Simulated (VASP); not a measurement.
# CdS (Greenockite): structure and properties in VASP, part 3 of 5

What structure does CdS (Greenockite) take at this level, and what are its properties? Left out of this account: 1 further run (core levels: core levels are not valid at this level). The start is a cell from a database of measured crystal structures.

VASP 6.6.1, plane waves and PAW; the level of theory is named at each step.

So far, gap on the k-mesh (eV): step 2 (relaxing cell and atoms (r2SCAN)) 1.63; step 3 (k-mesh 5×5×3) 1.62. The relaxed cell has a = 4.160, c = 6.772 Å (conventional setting).

## 5. Band structure (r2SCAN)

Level of this step: r2SCAN; plane waves and PAW (Cd, S) (VASP).

Levels along the symmetry lines show where the bands peak and cross; KPOINTS_OPT computes them in the converged potential.

INCAR

```
SYSTEM = CdS
PREC = Accurate
ENCUT = 400
EDIFF = 1E-06
NELM = 100
ISMEAR = 0
SIGMA = 0.05
LREAL = .FALSE.
ALGO = Normal
METAGGA = R2SCAN
LASPH = .TRUE.
NBANDS = 32
LORBIT = 11
LWAVE = .FALSE.
LCHARG = .FALSE.
KPAR = 4
```

POSCAR

```
CdS
1.0
    4.1596201544      0.0000000000      0.0000000000
   -2.0798100772      3.6023367239      0.0000000000
    0.0000000000      0.0000000000      6.7719910268
Cd S
2 2
Direct
    0.6666666667      0.3333333333      0.9994529055
    0.3333333333      0.6666666667      0.4994529055
    0.6666666667      0.3333333333      0.3755470945
    0.3333333333      0.6666666667      0.8755470945
```

KPOINTS

```
Automatic mesh
0
Gamma
5 5 3
0 0 0
```

KPOINTS_OPT

```
Line mode
16
Line-mode
Reciprocal
  0.00000000   0.00000000   0.00000000 GAMMA
  0.50000000   0.00000000   0.00000000 M

  0.50000000   0.00000000   0.00000000 M
  0.33333333   0.33333333   0.00000000 K

  0.33333333   0.33333333   0.00000000 K
  0.00000000   0.00000000   0.00000000 GAMMA

  0.00000000   0.00000000   0.00000000 GAMMA
  0.00000000   0.00000000   0.50000000 A

  0.00000000   0.00000000   0.50000000 A
  0.50000000   0.00000000   0.50000000 L

  0.50000000   0.00000000   0.50000000 L
  0.33333333   0.33333333   0.50000000 H

  0.33333333   0.33333333   0.50000000 H
  0.00000000   0.00000000   0.50000000 A

  0.50000000   0.00000000   0.50000000 L
  0.50000000   0.00000000   0.00000000 M

  0.33333333   0.33333333   0.00000000 K
  0.33333333   0.33333333   0.50000000 H
```

The projector-augmented-wave data sets are Cd and S (PBE family, release 64).

Command:

```console
mpirun -np 4 vasp_std
```

Log:

```text
[... set-up lines as in an earlier step ...]
 entering main loop
       N       E                     dE             d eps       ncg     rms          rms(c)
DAV:   1     0.164150729399E+03    0.16415E+03   -0.14958E+04   640   0.854E+02
DAV:   2    -0.583360788220E+02   -0.22249E+03   -0.21106E+03   720   0.254E+02
DAV:   3    -0.696575835252E+02   -0.11322E+02   -0.11259E+02   776   0.591E+01
DAV:   4    -0.697476542371E+02   -0.90071E-01   -0.90053E-01   736   0.517E+00
DAV:   5    -0.697489198514E+02   -0.12656E-02   -0.12656E-02   800   0.581E-01    0.105E+01
DAV:   6    -0.593905642455E+02    0.10358E+02   -0.61792E+00   704   0.260E+01    0.125E+01
DAV:   7    -0.593454928117E+02    0.45071E-01   -0.55236E-01   768   0.511E+00    0.934E+00
DAV:   8    -0.593653707774E+02   -0.19878E-01   -0.21337E-01   712   0.378E+00    0.191E+00
DAV:   9    -0.593711320175E+02   -0.57612E-02   -0.28577E-02   776   0.989E-01    0.326E-01
DAV:  10    -0.593710481752E+02    0.83842E-04   -0.25427E-03   744   0.336E-01    0.150E-01
DAV:  11    -0.593712530713E+02   -0.20490E-03   -0.99542E-04   744   0.223E-01    0.102E-01
DAV:  12    -0.593712727450E+02   -0.19674E-04   -0.64182E-05   744   0.824E-02    0.498E-02
DAV:  13    -0.593712854344E+02   -0.12689E-04   -0.43370E-05   688   0.367E-02    0.619E-03
DAV:  14    -0.593712860668E+02   -0.63232E-06   -0.34092E-06   776   0.168E-02
   1 F= -.59371286E+02 E0= -.59371286E+02  d E =-.956675E-15
 Start KPOINTS_OPT (optional k-point list driver)
k-point batch [1-10\144]
       N       E                     dE             ncg
DAV:   1     0.512316260365E+03   -0.18064E+04      648
DAV:   2    -0.175156795639E+04   -0.22639E+04      752
DAV:   3    -0.186249879086E+04   -0.11093E+03      768
DAV:   4    -0.186332916369E+04   -0.83037E+00      712
DAV:   5    -0.186334035807E+04   -0.11194E-01      784
DAV:   6    -0.186334058949E+04   -0.23142E-03      728
DAV:   7    -0.186334059548E+04   -0.59950E-05      760
DAV:   8    -0.186334059565E+04   -0.16858E-06      496
[...]
k-point batch [141-144\144]
       N       E                     dE             ncg
DAV:   1     0.638649728456E+04   -0.39699E+04      256
DAV:   2     0.552562106562E+04   -0.86088E+03      296
DAV:   3     0.548628514173E+04   -0.39336E+02      312
DAV:   4     0.548601448773E+04   -0.27065E+00      312
DAV:   5     0.548601069360E+04   -0.37941E-02      312
DAV:   6     0.548601062144E+04   -0.72160E-04      312
DAV:   7     0.548601061986E+04   -0.15795E-05      304
DAV:   8     0.548601061983E+04   -0.31701E-07      248
```

Wall time 76 s (4 MPI ranks of Intel Xeon 6975P-C (Granite Rapids), shared host); peak memory 0.83 GiB; 5 min of CPU time.

From OUTCAR (step 5):

```text
   k-points           NKPTS =     10   k-points in BZ     NKDIM =     10   number of bands    NBANDS=     32

   NELECT =      36.0000    total number of electrons

 E-fermi :   1.1246

 k-point     1 :       0.0000    0.0000    0.0000
  band No.  band energies     occupation
    ...
     14       0.1171      2.00000
     15       0.1171      2.00000
     16       0.8171      2.00000
     17       0.8629      2.00000
     18       0.8629      2.00000
     19       2.4853      0.00000
     20       4.0975      0.00000
     21       7.8550      0.00000
     22       7.8551      0.00000
     23       8.1659      0.00000
    ...

  Total        0.0053625      0.0053625     -0.0195313      0.0000000      0.0000000      0.0000000
  in kB        0.0846681      0.0846681     -0.3083809      0.0000000      0.0000000      0.0000000
  external PRESSURE =      -0.0463482 kB  Pullay stress =       0.0000000 kB

 POSITION                                       TOTAL-FORCE (eV/Angst)
 -----------------------------------------------------------------------------------
      2.07981      1.20078      6.76829        -0.000000     -0.000000     -0.008290
     -0.00000      2.40156      3.38229        -0.000000      0.000000     -0.008290
      2.07981      1.20078      2.54320         0.000000     -0.000000      0.008290
     -0.00000      2.40156      5.92920         0.000000     -0.000000      0.008290
 -----------------------------------------------------------------------------------
    total drift:                                0.000000      0.000000      0.006203

  FREE ENERGIE OF THE ION-ELECTRON SYSTEM (eV)
  ---------------------------------------------------
  free  energy   TOTEN  =       -59.3712860668 eV

  energy  without entropy=      -59.3712860668  energy(sigma->0) =      -59.37128607

[... 9 parts as in an earlier step ...]

[... 7 further parts left out ...]
```

Spin-orbit coupling is off here; it would split degenerate levels.

This step gave:

- SCF cycles: 14
- bands: 32
- Fermi energy: 1.125 eV
- pressure: -0.004635 GPa
- least gap on mesh and path: 1.622 eV
- least direct gap on mesh and path: 1.622 eV

Electronic bands along the path, in eV, zero at the valence-band top; v1 is the highest filled band, c1 the lowest empty one:

| point | v4 | v3 | v2 | v1 | c1 | c2 | c3 | c4 |
| --- | --- | --- | --- | --- | --- | --- | --- | --- |
| Γ | -0.75 | -0.05 | 0.00 | 0.00 | 1.62 | 3.23 | 6.99 | 6.99 |
| 0.53 of the way | -2.03 | -1.40 | -0.55 | -0.41 | 3.49 | 4.45 | 5.86 | 6.76 |
| M | -2.62 | -1.85 | -1.28 | -0.74 | 4.14 | 4.25 | 5.41 | 6.83 |
| 0.47 of the way | -2.64 | -2.15 | -1.40 | -1.16 | 4.69 | 5.02 | 5.26 | 6.83 |
| K | -3.07 | -1.83 | -1.83 | -1.63 | 4.93 | 5.55 | 5.55 | 7.45 |
| 0.53 of the way | -2.18 | -1.51 | -0.58 | -0.54 | 3.65 | 4.87 | 5.95 | 6.30 |
| Γ | -0.75 | -0.05 | 0.00 | 0.00 | 1.62 | 3.23 | 6.99 | 6.99 |
| 0.53 of the way | -0.63 | -0.63 | -0.13 | -0.13 | 2.54 | 3.32 | 6.75 | 7.07 |
| A | -0.38 | -0.38 | -0.38 | -0.38 | 3.27 | 3.27 | 6.62 | 6.62 |
| 0.53 of the way | -1.34 | -1.34 | -0.93 | -0.93 | 4.23 | 4.23 | 5.84 | 5.84 |
| L | -1.33 | -1.33 | -1.32 | -1.32 | 3.86 | 3.86 | 5.79 | 5.79 |
| 0.53 of the way | -2.00 | -2.00 | -1.16 | -1.16 | 4.46 | 4.46 | 6.17 | 6.17 |
| H | -2.41 | -2.41 | -1.11 | -1.11 | 4.83 | 4.83 | 6.41 | 6.41 |
| 0.47 of the way | -1.40 | -1.40 | -1.22 | -1.22 | 4.59 | 4.59 | 5.89 | 5.89 |
| A | -0.38 | -0.38 | -0.38 | -0.38 | 3.27 | 3.27 | 6.62 | 6.62 |
| jump to L | -1.33 | -1.33 | -1.32 | -1.32 | 3.86 | 3.86 | 5.79 | 5.79 |
| 0.47 of the way | -2.06 | -1.69 | -1.09 | -0.94 | 3.70 | 4.28 | 5.97 | 5.98 |
| M | -2.62 | -1.85 | -1.28 | -0.74 | 4.14 | 4.25 | 5.41 | 6.83 |
| jump to K | -3.07 | -1.83 | -1.83 | -1.63 | 4.93 | 5.55 | 5.55 | 7.45 |
| 0.47 of the way | -2.91 | -1.85 | -1.50 | -1.50 | 5.27 | 5.27 | 5.33 | 7.27 |
| H | -2.41 | -2.41 | -1.11 | -1.11 | 4.83 | 4.83 | 6.41 | 6.41 |

Of the projections kept (Cd, S), the largest for each band there; the rest of the weight can lie on other orbitals:

| point | v4 | v3 | v2 | v1 | c1 | c2 | c3 | c4 |
| --- | --- | --- | --- | --- | --- | --- | --- | --- |
| Γ | S 0.78 | S 0.80 | S 0.79 | S 0.79 | Cd 0.56 | Cd 0.72 | Cd 1.00 | Cd 1.00 |
| M | S 0.72 | S 0.79 | S 0.74 | S 0.79 | Cd 0.58 | Cd 0.82 | Cd 0.56 | S 0.60 |
| K | S 0.76 | S 0.74 | S 0.74 | S 0.74 | Cd 0.86 | Cd 0.51 | Cd 0.51 | S 0.73 |
| Γ | S 0.78 | S 0.80 | S 0.79 | S 0.79 | Cd 0.56 | Cd 0.72 | Cd 1.00 | Cd 1.00 |
| A | S 0.78 | S 0.78 | S 0.78 | S 0.78 | Cd 0.54 | Cd 0.54 | Cd 0.53 | Cd 0.53 |
| L | S 0.78 | S 0.78 | S 0.77 | S 0.77 | Cd 0.72 | Cd 0.72 | Cd 0.75 | Cd 0.75 |

The path finds the gap of the mesh within 0.02 eV, so the mesh comes close to both band edges.

## 6. Density of states (r2SCAN)

A density of states needs more k-points than a total energy; ISMEAR = -5 takes tetrahedra, and LORBIT projects the states on the PAW spheres. The mesh is finer than in the run before.

Edit INCAR of step 5 so:

```diff
@@ -5,3 +5,3 @@
 NELM = 100
-ISMEAR = 0
+ISMEAR = -5
 SIGMA = 0.05
@@ -16 +16,2 @@
 KPAR = 4
+NEDOS = 2001
```

POSCAR is that of step 5.

KPOINTS

```
Automatic mesh
0
Gamma
8 8 4
0 0 0
```

Command:

```console
mpirun -np 4 vasp_std
```

Log:

```text
[... set-up lines as in an earlier step ...]
 entering main loop
       N       E                     dE             d eps       ncg     rms          rms(c)
DAV:   1     0.163498499965E+03    0.16350E+03   -0.15136E+04  1928   0.858E+02
DAV:   2    -0.585972722718E+02   -0.22210E+03   -0.21225E+03  2200   0.254E+02
DAV:   3    -0.696668572062E+02   -0.11070E+02   -0.11007E+02  2336   0.588E+01
DAV:   4    -0.697534109740E+02   -0.86554E-01   -0.86535E-01  2200   0.507E+00
DAV:   5    -0.697545992554E+02   -0.11883E-02   -0.11883E-02  2400   0.568E-01    0.105E+01
DAV:   6    -0.593979720374E+02    0.10357E+02   -0.61653E+00  2080   0.260E+01    0.125E+01
DAV:   7    -0.593527452800E+02    0.45227E-01   -0.54787E-01  2296   0.512E+00    0.934E+00
DAV:   8    -0.593726370721E+02   -0.19892E-01   -0.21248E-01  2120   0.378E+00    0.190E+00
DAV:   9    -0.593784026375E+02   -0.57656E-02   -0.28245E-02  2312   0.986E-01    0.326E-01
DAV:  10    -0.593783137344E+02    0.88903E-04   -0.25121E-03  2216   0.335E-01    0.151E-01
DAV:  11    -0.593785139613E+02   -0.20023E-03   -0.97599E-04  2208   0.220E-01    0.102E-01
DAV:  12    -0.593785430773E+02   -0.29116E-04   -0.77723E-05  2320   0.926E-02    0.372E-02
DAV:  13    -0.593785483273E+02   -0.52501E-05   -0.39077E-05  2024   0.378E-02    0.379E-03
DAV:  14    -0.593785491484E+02   -0.82106E-06   -0.33242E-06  2312   0.133E-02
   1 F= -.59378549E+02 E0= -.59378549E+02  d E =0.000000E+00
```

Wall time 32 s (4 MPI ranks); peak memory 0.86 GiB; 2 min of CPU time.

OUTCAR, selected parts (step 6):

```text
   k-points           NKPTS =     30   k-points in BZ     NKDIM =     30   number of bands    NBANDS=     32

   NELECT =      36.0000    total number of electrons

 E-fermi :   0.8598

 k-point     1 :       0.0000    0.0000    0.0000
  band No.  band energies     occupation
    ...
     14       0.1141      2.00000
     15       0.1141      2.00000
     16       0.8141      2.00000
     17       0.8597      2.00000
     18       0.8597      2.00000
     19       2.4837      0.00000
     20       4.0963      0.00000
     21       7.8540      0.00000
     22       7.8540      0.00000
     23       8.1648      0.00000
    ...

  Total       -0.0167342     -0.0167342     -0.0125932      0.0000000      0.0000000      0.0000000
  in kB       -0.2642176     -0.2642176     -0.1988342      0.0000000      0.0000000      0.0000000
  external PRESSURE =      -0.2424231 kB  Pullay stress =       0.0000000 kB

 POSITION                                       TOTAL-FORCE (eV/Angst)
 -----------------------------------------------------------------------------------
      2.07981      1.20078      6.76829         0.000000     -0.000000     -0.010858
     -0.00000      2.40156      3.38229        -0.000000      0.000000     -0.010858
      2.07981      1.20078      2.54320         0.000000      0.000000      0.010858
     -0.00000      2.40156      5.92920         0.000000     -0.000000      0.010858
 -----------------------------------------------------------------------------------
    total drift:                                0.000000      0.000000      0.006193

  FREE ENERGIE OF THE ION-ELECTRON SYSTEM (eV)
  ---------------------------------------------------
  free  energy   TOTEN  =       -59.3785491484 eV

  energy  without entropy=      -59.3785491484  energy(sigma->0) =      -59.37854915

[... 7 parts as in an earlier step ...]

[... 9 further parts left out ...]
```

Numbers from this step:

* irreducible k-points: 30
* free energy (TOTEN): -59.3785 eV
* Fermi energy: 0.8598 eV
* pressure: -0.02424 GPa
* gap on the k-mesh: 1.624 eV
* least direct gap on the k-mesh: 1.624 eV

The density of states has structure finer than the step of the table below, so its rows give means over 1 eV, whole bins alone (the curve runs from -12.0 to 7.26 eV). Peaks (eV: height): total -7.7: 46.8, -7.4: 42.2, -1.1: 7.67, 5.9: 7.17; S p -7.7: 1.36, -3.9: 1.75, -1.1: 3.38, 5.9: 0.894; Cd s -3.9: 1.17, 4.5: 0.699, 5.9: 0.643; Cd d -7.7: 41.5, -7.4: 39.9; Cd p -1.1: 0.442, 4.5: 0.151, 5.9: 0.591.

States under -12.0 eV and over 7.3 eV are left out. Table of density of states by energy, zero at the valence-band top; means over each step; values in states/eV/cell:

| energy (eV) | total | S p | Cd s | Cd d | Cd p | S s |
| --- | --- | --- | --- | --- | --- | --- |
| -9 | 0 | 0 | 0 | 0 | 0 | 0 |
| -8 | 9.88 | 0.241 | 0.0126 | 8.84 | 0.00824 | 0.00644 |
| -7 | 10.0 | 0.0381 | 0.0235 | 9.24 | 0.00941 | 0.142 |
| -6 | 0 | 0 | 0 | 0 | 0 | 0 |
| -5 | 0 | 0 | 0 | 0 | 0 | 0 |
| -4 | 2.28 | 0.645 | 0.412 | 0.0945 | 0.0339 | 0.0228 |
| -3 | 1.53 | 0.458 | 0.177 | 0.105 | 0.0497 | 0.0379 |
| -2 | 3.12 | 1.19 | 0.0759 | 0.187 | 0.197 | 0.0228 |
| -1 | 4.46 | 1.98 | 0.0265 | 0.342 | 0.243 | 0.00935 |
| 0 | 0.563 | 0.276 | 4.2e-4 | 0.0567 | 0.0197 | 2.2e-4 |
| 1 | 0 | 0 | 0 | 0 | 0 | 0 |
| 2 | 0.0276 | 0.00308 | 0.00603 | 9.0e-5 | 2.9e-4 | 0.00455 |
| 3 | 0.279 | 0.0413 | 0.0566 | 0.00159 | 0.00713 | 0.0362 |
| 4 | 2.11 | 0.244 | 0.437 | 0.0283 | 0.0943 | 0.155 |
| 5 | 1.62 | 0.206 | 0.335 | 0.0369 | 0.0712 | 0.0559 |
| 6 | 3.33 | 0.417 | 0.277 | 0.111 | 0.290 | 0.0337 |

The gap on this mesh is 1.62 eV. In the top eV of the valence band the largest shares in the PAW spheres are S p 47 % and Cd d 9 %; in the lowest eV of the conduction band, Cd s 22 %, S s 16 % and S p 12 %. The rest lies in smaller channels or between the spheres.

(Continued in part 4 of 5.)

[Lines on the potential files, build, host, timing and source positions are cut from VASP's logs without a mark.]

[Logs are printed without paths, hosts, clocks, repeated set-up lines and the standing remarks that a program may print on its own settings, such as how far it seeks lower states.]

[Hosts, paths, dates, database ids (printed as entryN), source tags and the programs' standing remarks are cut or masked in the printed files.]

[A measured line is paired with the nearest computed mode of its activity, which favours agreement.]
